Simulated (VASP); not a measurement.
Data:

```
AlTi
1.0
    2.81480     0.00000    -0.01407
    0.00000     2.81480     0.00000
   -0.02025     0.00000     4.05023
Ti Al
1 1
Cartesian
  0.00000   0.00000   0.00000
  1.39727   1.40740   2.01808
```

The numbers are results of r2SCAN meta-GGA, VASP's PBE PAW potentials (set 64) (plane waves; VASP), not measurements. Settings: 480 eV cut-off, 12×12×8 Γ-centred mesh, first-order Methfessel-Paxton smearing of 0.10 eV, potentials Ti_sv Al.

Problem. Give the stress tensor in GPa (positive for a compressed cell).

Solution. 
```
0.12  0.00  1.25
0.00  0.12  0.00
1.25  0.00  0.27
```
The pressure is its mean diagonal, 0.17 GPa.

The compound is TiAl in the L1_0 structure. This cell was strained or had an atom moved on purpose. The electron count is odd and the run is not spin-polarised, which forces a metal.
